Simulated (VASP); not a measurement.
Input of a VASP 6.6.1 run:

INCAR

```
PREC     = Accurate       # precision mode
ENCUT    = 250            # plane-wave cutoff, eV
EDIFF    = 1E-7           # SCF threshold, eV
ISMEAR   = 0              # smearing method
SIGMA    = 0.1            # smearing width, eV
LREAL    = F              # projectors in reciprocal space
LASPH    = T              # aspherical terms in the spheres
NELM     = 80             # most SCF steps
ALGO     = Fast           # electronic algorithm
ISIF     = 2              # what is computed and relaxed
LWAVE    = F              # write WAVECAR
LCHARG   = F              # write CHGCAR
GGA      = PE             # functional
NBANDS   = 12             # bands
```

File KPOINTS:

```
regular mesh
0
Gamma
  14 14 14
```

POSCAR

```
Ta
1.0
   -1.6512800000      1.6512800000      1.6512800000
    1.6512800000     -1.6512800000      1.6512800000
    1.6512800000      1.6512800000     -1.6512800000
Ta
1
Direct
    0.0000000000      0.0000000000      0.0000000000
```

Potentials or basis: VASP PAW PBE potentials, release 64 (Ta_pv).

The run is started by

```sh
$ cat potpaw_PBE.64/Ta_pv/POTCAR > POTCAR
$ mpirun -np 1 vasp_std > vasp.out
```

(1) Estimate the band gap on the k mesh.

Results:

(1) none (metal or under the smearing width).
